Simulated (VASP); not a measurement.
All values below come from PBE GGA, VASP's PBE PAW potentials (set 64) (plane waves; VASP).

Input for VASP

### POSCAR
```
Si2Ag
1
    1.7925490000    -7.0740820000     0.0000000000
    1.7925490000     7.0740820000     0.0000000000
    0.0000000000     0.0000000000     3.5274290000
Si Ag
4 2
Direct
  0.9390000000   0.0610000000   0.2500000000
  0.0610000000   0.9390000000   0.7500000000
  0.2500000000   0.7500000000   0.2500000000
  0.7500000000   0.2500000000   0.7500000000
  0.6040000000   0.3960000000   0.2500000000
  0.3960000000   0.6040000000   0.7500000000
```

INCAR:
```
SYSTEM = Si2Ag
PREC = Accurate
ENCUT = 300
EDIFF = 1E-6
NELM = 100
ALGO = Normal
LREAL = .FALSE.
LASPH = .TRUE.
ISMEAR = -1
SIGMA = 0.1
GGA = PE
LMAXMIX = 4
LWAVE = .FALSE.
LCHARG = .FALSE.
ISIF = 2
```

### KPOINTS
```
Automatic mesh
0
Gamma
5 5 5
0 0 0
```

POTCAR, in this order: Si Ag (PBE.64 set). Program: vasp_std.

**Question.** What will the output report for the number of irreducible k-points (NKPTS), largest plane-wave count, number of space-group operations, FFT grid (NGX, NGY, NGZ)?

**Answer.** 
* **number of irreducible k-points (NKPTS)**: 27
* **largest plane-wave count**: 1067
* **number of space-group operations**: 8
* **FFT grid (NGX, NGY, NGZ)**: 42 × 42 × 20

The structure was generated: Si2Ag was put into an ordered model structure, which need not be its known phase. The cell was not relaxed at this level. The k-mesh is coarse (spacing up to 0.36 per Å, 2π included), so the numbers may not be converged in it.
